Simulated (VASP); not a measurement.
A run of VASP 6.6.1 is set up as follows.

Contents of INCAR:

```
SYSTEM = Nb2SiO2
PREC = Accurate ; ENCUT = 520
EDIFF = 1E-6 ; ISMEAR = 0
SIGMA = 0.1 ; LREAL = .False.
LASPH = .True. ; NELM = 150
ALGO = Normal ; ISIF = 2
LWAVE = .False. ; LCHARG = .False.
METAGGA = R2SCAN ; LMIXTAU = .True.
NBANDS = 53 ; KPAR = 4
```

KPOINTS

```
regular mesh
0
Gamma
  12 12 2
  0 0 0
```

The input POSCAR:

```
Nb2SiO2
1.0
    3.0155590000      0.0000000000      0.0000000000
   -1.5077800000      2.6115510000      0.0000000000
    0.0000000000      0.0000000000     18.8593800000
Nb Si O
4 2 4
Direct
    0.6666670000      0.3333330000      0.3585470000
    0.3333330000      0.6666670000      0.6414530000
    0.6666670000      0.3333330000      0.1414530000
    0.3333330000      0.6666670000      0.8585470000
    0.3333330000      0.6666670000      0.2500000000
    0.6666670000      0.3333330000      0.7500000000
    0.3333330000      0.6666670000      0.4191120000
    0.6666670000      0.3333330000      0.5808880000
    0.3333330000      0.6666670000      0.0808880000
    0.6666670000      0.3333330000      0.9191120000
```

Potentials or basis: VASP PAW PBE potentials, release 64 (Nb_sv, Si, O).

Launch:

```sh
$ cat potpaw_PBE.64/Nb_sv/POTCAR potpaw_PBE.64/Si/POTCAR potpaw_PBE.64/O/POTCAR > POTCAR
$ mpirun -np 4 vasp_std > vasp.out
```

(1) Estimate the pressure.

(2) Predict the band gap on the k mesh.

Results:

(1) -2.2 GPa.

(2) none (metal or under the smearing width).

Caveat: the PAW data sets were made with another functional, which shifts forces and pressure a little.
